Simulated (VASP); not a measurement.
Consider the following.

```yaml
crystal:
  lattice:
    - [0.00000, 2.67402, 2.67402]
    - [2.67402, 0.00000, 2.67402]
    - [2.67402, 2.67402, 0.00000]
  atoms:
    - { symbol: Co, position: [0.00000, 0.00000, 0.00000] }
    - { symbol: Si, position: [0.25000, 0.25000, 0.25000] }
    - { symbol: Si, position: [0.75000, 0.75000, 0.75000] }
```

Calculation: PBE GGA, VASP's PBE PAW potentials (set 64) (plane waves; VASP). Numerical set-up: 480 eV cut-off, 10×10×10 Γ-centred mesh, first-order Methfessel-Paxton smearing of 0.10 eV, potentials Co Si.

Task: Predict the energy per atom (σ→0), pressure, band gap (on the k-mesh) with the smallest direct gap where there is one.

Result: 
- band gap (on the k-mesh) = none (metal, semimetal or under 0.01 eV)
- energy per atom (σ→0) = -6.432 eV/atom
- pressure = 10.0 kbar

The compound is CoSi2 in the fluorite structure. It was relaxed first under an external pressure of 1 GPa. The run is not spin-polarised, so no magnetic state was tried. The electron count is odd and the run is not spin-polarised, which forces a metal.
